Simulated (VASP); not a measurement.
These are PBEsol GGA, VASP's PBE PAW potentials (set 64) (plane waves; VASP 6.6.1) values and carry that method's errors.

VASP input:

KPOINTS:
```
Automatic mesh
0
Gamma
7 3 1
0 0 0
```

POSCAR:
```
TiO2(110) slab
1
    2.9430524456     0.0000000000     0.0000000000
    0.0000000000     6.4973109578     0.0000000000
    0.0000000000     0.0000000000    24.7599952459
O Ti
12 6
Direct
  0.0000000000   0.5000000000   0.3176240000
  0.0000000000   0.0000000000   0.4488300000
  0.5000000000   0.8050000000   0.3687940000
  0.5000000000   0.1950000000   0.3687940000
  0.0000000000   0.5000000000   0.4199640000
  0.0000000000   0.5000000000   0.5800360000
  0.5000000000   0.3050000000   0.5000000000
  0.5000000000   0.6950000000   0.5000000000
  0.0000000000   0.0000000000   0.5511700000
  0.5000000000   0.8050000000   0.6312060000
  0.5000000000   0.1950000000   0.6312060000
  0.0000000000   0.5000000000   0.6823760000
  0.0000000000   0.0000000000   0.3687940000
  0.5000000000   0.5000000000   0.3687940000
  0.0000000000   0.5000000000   0.5000000000
  0.5000000000   0.0000000000   0.5000000000
  0.0000000000   0.0000000000   0.6312060000
  0.5000000000   0.5000000000   0.6312060000
```

INCAR:
```
ALGO = Normal
DIPOL = 0.5 0.5 0.5
EDIFF = 1E-5
EDIFFG = -0.03
ENCUT = 450
GGA = PS
IBRION = 2
IDIPOL = 3
ISIF = 2
ISMEAR = 0
LASPH = .True.
LCHARG = .False.
LDIPOL = .True.
LMAXMIX = 4
LREAL = Auto
LWAVE = .True.
NELM = 100
NELMIN = 4
NSW = 50
PREC = Normal
SIGMA = 0.05
SYSTEM = TiO2(110) slab
```

POTCAR, in this order: O Ti_sv (PBE.64 set). Program: vasp_std.

The resulting files:

File OSZICAR:
```
...
       N       E                     dE             d eps       ncg     rms          rms(c)
DAV:   1    -0.166257880191E+03   -0.34727E-03   -0.21182E+00  1424   0.481E+00    0.226E-01
DAV:   2    -0.166260453738E+03   -0.25735E-02   -0.35406E-02  1624   0.818E-01    0.270E-01
DAV:   3    -0.166260418245E+03    0.35493E-04   -0.17522E-03  1842   0.186E-01    0.201E-01
DAV:   4    -0.166260176666E+03    0.24158E-03   -0.76475E-04  1632   0.121E-01    0.994E-02
DAV:   5    -0.166260142005E+03    0.34661E-04   -0.40141E-04  1898   0.101E-01    0.260E-02
DAV:   6    -0.166260149199E+03   -0.71937E-05   -0.44913E-05  1364   0.310E-02
   9 F= -.16626015E+03 E0= -.16626015E+03  d E =-.227348E-01
       N       E                     dE             d eps       ncg     rms          rms(c)
DAV:   1    -0.166251488864E+03    0.86531E-02   -0.92471E+00  1498   0.133E+01    0.416E-01
DAV:   2    -0.166277149932E+03   -0.25661E-01   -0.28192E-01  1460   0.208E+00    0.363E-01
DAV:   3    -0.166277374627E+03   -0.22469E-03   -0.14358E-02  2082   0.482E-01    0.224E-01
DAV:   4    -0.166276776047E+03    0.59858E-03   -0.23211E-03  2050   0.293E-01    0.130E-01
DAV:   5    -0.166276676657E+03    0.99390E-04   -0.14897E-03  1776   0.193E-01    0.263E-02
DAV:   6    -0.166276698404E+03   -0.21747E-04   -0.17754E-04  1792   0.641E-02    0.151E-02
DAV:   7    -0.166276702833E+03   -0.44289E-05   -0.13857E-05  1016   0.213E-02
  10 F= -.16627670E+03 E0= -.16627670E+03  d E =-.165536E-01
       N       E                     dE             d eps       ncg     rms          rms(c)
DAV:   1    -0.166229002358E+03    0.47696E-01   -0.19676E+01  1498   0.193E+01    0.610E-01
DAV:   2    -0.166284691223E+03   -0.55689E-01   -0.60909E-01  1432   0.305E+00    0.536E-01
DAV:   3    -0.166285093859E+03   -0.40264E-03   -0.31416E-02  2096   0.721E-01    0.328E-01
DAV:   4    -0.166283778268E+03    0.13156E-02   -0.48224E-03  2036   0.416E-01    0.195E-01
DAV:   5    -0.166283525389E+03    0.25288E-03   -0.32473E-03  1792   0.278E-01    0.395E-02
DAV:   6    -0.166283571476E+03   -0.46087E-04   -0.43739E-04  1788   0.981E-02    0.229E-02
DAV:   7    -0.166283578741E+03   -0.72652E-05   -0.39574E-05  1478   0.310E-02
  11 F= -.16628358E+03 E0= -.16628358E+03  d E =-.234295E-01
       N       E                     dE             d eps       ncg     rms          rms(c)
DAV:   1    -0.166250131923E+03    0.33440E-01   -0.69720E+00  1528   0.152E+01    0.507E-01
DAV:   2    -0.166291265555E+03   -0.41134E-01   -0.46168E-01  1464   0.262E+00    0.402E-01
DAV:   3    -0.166292562545E+03   -0.12970E-02   -0.23828E-02  1968   0.647E-01    0.243E-01
DAV:   4    -0.166292324105E+03    0.23844E-03   -0.23926E-03  1878   0.310E-01    0.110E-01
DAV:   5    -0.166292288818E+03    0.35287E-04   -0.10596E-03  1916   0.172E-01    0.324E-02
DAV:   6    -0.166292299828E+03   -0.11010E-04   -0.11158E-04  2032   0.559E-02    0.149E-02
DAV:   7    -0.166292299650E+03    0.17794E-06   -0.96150E-06   972   0.221E-02
  12 F= -.16629230E+03 E0= -.16629230E+03  d E =-.872091E-02
       N       E                     dE             d eps       ncg     rms          rms(c)
DAV:   1    -0.166286490889E+03    0.58089E-02   -0.11143E+00  1520   0.610E+00    0.199E-01
DAV:   2    -0.166293007735E+03   -0.65168E-02   -0.73302E-02  1432   0.105E+00    0.159E-01
DAV:   3    -0.166293219755E+03   -0.21202E-03   -0.38213E-03  1976   0.260E-01    0.957E-02
DAV:   4    -0.166293186038E+03    0.33717E-04   -0.39618E-04  1868   0.126E-01    0.454E-02
DAV:   5    -0.166293181126E+03    0.49122E-05   -0.17546E-04  1948   0.706E-02    0.132E-02
DAV:   6    -0.166293184204E+03   -0.30784E-05   -0.14742E-05  1080   0.226E-02
  13 F= -.16629318E+03 E0= -.16629318E+03  d E =-.960546E-02
       N       E                     dE             d eps       ncg     rms          rms(c)
DAV:   1    -0.166294830795E+03   -0.16497E-02   -0.17239E+00  1392   0.484E+00    0.255E-01
DAV:   2    -0.166297354581E+03   -0.25238E-02   -0.33701E-02  1736   0.848E-01    0.284E-01
DAV:   3    -0.166297232253E+03    0.12233E-03   -0.17398E-03  1872   0.193E-01    0.221E-01
DAV:   4    -0.166297087361E+03    0.14489E-03   -0.18258E-03  1864   0.177E-01    0.109E-01
DAV:   5    -0.166297000448E+03    0.86912E-04   -0.75003E-04  1938   0.149E-01    0.275E-02
DAV:   6    -0.166296999680E+03    0.76760E-06   -0.11138E-04  1770   0.483E-02    0.153E-02
DAV:   7    -0.166296998139E+03    0.15418E-05   -0.13159E-05   944   0.194E-02
  14 F= -.16629700E+03 E0= -.16629700E+03  d E =-.381393E-02
       N       E                     dE             d eps       ncg     rms          rms(c)
DAV:   1    -0.166297008688E+03   -0.90073E-05   -0.10809E-02  1400   0.385E-01    0.206E-02
DAV:   2    -0.166297026761E+03   -0.18073E-04   -0.22442E-04  1680   0.695E-02    0.237E-02
DAV:   3    -0.166297026046E+03    0.71470E-06   -0.79614E-06   842   0.148E-02    0.190E-02
DAV:   4    -0.166297026408E+03   -0.36240E-06   -0.82978E-06   750   0.140E-02
  15 F= -.16629703E+03 E0= -.16629703E+03  d E =-.384220E-02
       N       E                     dE             d eps       ncg     rms          rms(c)
DAV:   1    -0.166296003574E+03    0.10225E-02   -0.22715E-01  1528   0.309E+00    0.108E-01
DAV:   2    -0.166297774939E+03   -0.17714E-02   -0.21442E-02  1544   0.574E-01    0.889E-02
DAV:   3    -0.166297828835E+03   -0.53896E-04   -0.13343E-03  2026   0.161E-01    0.592E-02
DAV:   4    -0.166297821424E+03    0.74113E-05   -0.14054E-04  1828   0.648E-02    0.363E-02
DAV:   5    -0.166297817091E+03    0.43329E-05   -0.60276E-05  1792   0.480E-02
  16 F= -.16629782E+03 E0= -.16629782E+03  d E =-.790683E-03
       N       E                     dE             d eps       ncg     rms          rms(c)
DAV:   1    -0.166297508071E+03    0.31335E-03   -0.53280E-02  1528   0.150E+00    0.533E-02
DAV:   2    -0.166297912425E+03   -0.40435E-03   -0.49517E-03  1534   0.277E-01    0.430E-02
DAV:   3    -0.166297927049E+03   -0.14625E-04   -0.31423E-04  1976   0.782E-02    0.285E-02
DAV:   4    -0.166297925835E+03    0.12150E-05   -0.30468E-05  1344   0.313E-02
  17 F= -.16629793E+03 E0= -.16629793E+03  d E =-.899426E-03
       N       E                     dE             d eps       ncg     rms          rms(c)
DAV:   1    -0.166297376200E+03    0.55085E-03   -0.17246E-01  1484   0.210E+00    0.899E-02
DAV:   2    -0.166298396188E+03   -0.10200E-02   -0.12345E-02  1624   0.376E-01    0.857E-02
DAV:   3    -0.166298421589E+03   -0.25401E-04   -0.78737E-04  1970   0.108E-01    0.537E-02
DAV:   4    -0.166298411212E+03    0.10377E-04   -0.84685E-05  1616   0.480E-02    0.298E-02
DAV:   5    -0.166298409455E+03    0.17577E-05   -0.42803E-05  1428   0.382E-02
  18 F= -.16629841E+03 E0= -.16629841E+03  d E =-.483620E-03
       N       E                     dE             d eps       ncg     rms          rms(c)
DAV:   1    -0.166297995078E+03    0.41613E-03   -0.90881E-02  1484   0.153E+00    0.660E-02
DAV:   2    -0.166298527723E+03   -0.53265E-03   -0.64555E-03  1616   0.273E-01    0.616E-02
DAV:   3    -0.166298543477E+03   -0.15754E-04   -0.41259E-04  1896   0.779E-02    0.382E-02
DAV:   4    -0.166298537997E+03    0.54800E-05   -0.41912E-05  1440   0.353E-02
  19 F= -.16629854E+03 E0= -.16629854E+03  d E =-.612163E-03
       N       E                     dE             d eps       ncg     rms          rms(c)
DAV:   1    -0.166298051490E+03    0.49199E-03   -0.12475E-01  1478   0.188E+00    0.729E-02
DAV:   2    -0.166298788168E+03   -0.73668E-03   -0.87989E-03  1574   0.328E-01    0.583E-02
DAV:   3    -0.166298805824E+03   -0.17656E-04   -0.57914E-04  2012   0.927E-02    0.364E-02
DAV:   4    -0.166298799515E+03    0.63092E-05   -0.55604E-05  1546   0.374E-02
  20 F= -.16629880E+03 E0= -.16629880E+03  d E =-.261518E-03
```

File OUTCAR:
```
------------------------ aborting loop because EDIFF is reached ----------------------------------------
  FORCE on cell =-STRESS in cart. coord.  units (eV):
  Direction    XX          YY          ZZ          XY          YZ          ZX
  --------------------------------------------------------------------------------------
  Total       -5.0638117     -1.8341692     -2.1396133      0.0000000      0.0000000      0.0000000
  in kB      -17.1358606     -6.2068001     -7.2404182      0.0000000      0.0000000      0.0000000
  external PRESSURE =     -10.1943597 kB  Pullay stress =       0.0000000 kB
  volume of cell :      473.46
      direct lattice vectors                 reciprocal lattice vectors
     2.943052446  0.000000000  0.000000000     0.339783276  0.000000000  0.000000000
     0.000000000  6.497310958  0.000000000     0.000000000  0.153909826  0.000000000
     0.000000000  0.000000000 24.759995246     0.000000000  0.000000000  0.040387730
 POSITION                                       TOTAL-FORCE (eV/Angst)
 -----------------------------------------------------------------------------------
      2.94305      3.24866      7.91831         0.000000      0.000000     -0.014172
      0.00000      6.49731     11.09392         0.000000      0.000000      0.010796
      1.47153      5.28877      8.95709         0.000000      0.004298     -0.003351
      1.47153      1.20855      8.95709         0.000000     -0.004298     -0.003351
      0.00000      3.24866     10.45237        -0.000000      0.000000     -0.004691
      2.94305      3.24866     14.30762         0.000000      0.000000      0.004691
      1.47153      1.91849     12.38000         0.000000      0.011418      0.000000
      1.47153      4.57882     12.38000         0.000000     -0.011418      0.000000
      2.94305      6.49731     13.66608         0.000000      0.000000     -0.010796
      1.47153      5.28877     15.80290         0.000000      0.004298      0.003351
      1.47153      1.20855     15.80290         0.000000     -0.004298      0.003351
      0.00000      3.24866     16.84169        -0.000000      0.000000      0.014172
      0.00000      6.49731      9.25558         0.000000      0.000000      0.016984
      1.47153      3.24866      9.00104         0.000000     -0.000000      0.002694
      0.00000      3.24866     12.38000         0.000000      0.000000      0.000000
      1.47153      6.49731     12.38000         0.000000      0.000000      0.000000
      0.00000      6.49731     15.50442         0.000000      0.000000     -0.016984
      1.47153      3.24866     15.75895         0.000000     -0.000000     -0.002694
 -----------------------------------------------------------------------------------
    total drift:                                0.000000      0.000000      0.000000
  FREE ENERGIE OF THE ION-ELECTRON SYSTEM (eV)
  ---------------------------------------------------
  free  energy   TOTEN  =      -166.2987995153 eV

  energy  without entropy=     -166.2987995153  energy(sigma->0) =     -166.29879952

 reached required accuracy - stopping structural energy minimisation
```
(Selected blocks of OUTCAR.)

File CONTCAR:
```
TiO2(110) slab
   1.00000000000000
     2.9430524455999998    0.0000000000000000    0.0000000000000000
     0.0000000000000000    6.4973109577999999    0.0000000000000000
     0.0000000000000000    0.0000000000000000   24.7599952459000008
  O               Ti
    12     6
Direct
     1.0000000000000000    0.5000000000000000    0.3198025382313535
     0.0000000000000000    1.0000000000000000    0.4480581016485370
     0.5000000000000000    0.8139929273250002    0.3617565926281882
     0.5000000000000000    0.1860070726750001    0.3617565926281882
     0.0000000000000000    0.5000000000000000    0.4221476846869415
     1.0000000000000000    0.5000000000000000    0.5778523153130585
     0.5000000000000000    0.2952742205941968    0.5000000000000000
     0.5000000000000000    0.7047257794058033    0.5000000000000000
     1.0000000000000000    1.0000000000000000    0.5519418983514628
     0.5000000000000000    0.8139929273250002    0.6382434073718121
     0.5000000000000000    0.1860070726750001    0.6382434073718121
     0.0000000000000000    0.5000000000000000    0.6801974617686463
     0.0000000000000000    1.0000000000000000    0.3738117411699570
     0.5000000000000000    0.5000000000000000    0.3635316854873387
     0.0000000000000000    0.5000000000000000    0.5000000000000000
     0.5000000000000000    1.0000000000000000    0.5000000000000000
     0.0000000000000000    1.0000000000000000    0.6261882588300428
     0.5000000000000000    0.5000000000000000    0.6364683145126614
```

OUTCAR:
```
 val. band max:       -2.6364576143   @ k =   0.0000   0.0000   0.0000

 cond. band min:      -1.2292771604   @ k =   0.0000   0.0000   0.0000


 Fermi energy:        -2.3064093664

 k-point     1 :       0.0000    0.0000    0.0000
  band No.  band energies     occupation
      1     -59.7370      2.00000
      2     -59.4238      2.00000
      3     -59.4237      2.00000
      4     -58.8944      2.00000
      5     -58.2985      2.00000
      6     -58.2985      2.00000
      7     -36.1923      2.00000
      8     -36.0357      2.00000
      9     -35.9924      2.00000
     10     -35.9188      2.00000
     11     -35.8843      2.00000
     12     -35.7758      2.00000
     13     -35.7757      2.00000
     14     -35.5783      2.00000
     15     -35.5781      2.00000
     16     -35.2976      2.00000
     17     -35.1519      2.00000
     18     -35.1357      2.00000
     19     -34.7214      2.00000
     20     -34.7214      2.00000
     21     -34.6831      2.00000
     22     -34.6781      2.00000
     23     -34.4458      2.00000
     24     -34.4458      2.00000
     25     -21.0260      2.00000
     26     -20.3598      2.00000
     27     -20.2304      2.00000
     28     -19.9834      2.00000
     29     -19.8869      2.00000
     30     -18.9277      2.00000
     31     -18.9109      2.00000
     32     -18.8798      2.00000
     33     -18.8492      2.00000
     34     -18.7920      2.00000
     35     -17.9731      2.00000
     36     -17.8167      2.00000
     37      -8.7316      2.00000
     38      -8.1718      2.00000
     39      -8.1663      2.00000
     40      -8.1431      2.00000
     41      -7.5053      2.00000
     42      -7.2698      2.00000
     43      -6.7055      2.00000
     44      -6.6607      2.00000
     45      -6.5726      2.00000
     46      -6.5714      2.00000
     47      -6.1985      2.00000
     48      -6.1666      2.00000
     49      -6.1284      2.00000
     50      -5.5264      2.00000
     51      -5.5022      2.00000
...
```

At this cut-off the stress carries a Pulay error, which pulls relaxed volumes low.

The cell is a thin slab with vacuum, built from TiO2 (rutile): (110) face.
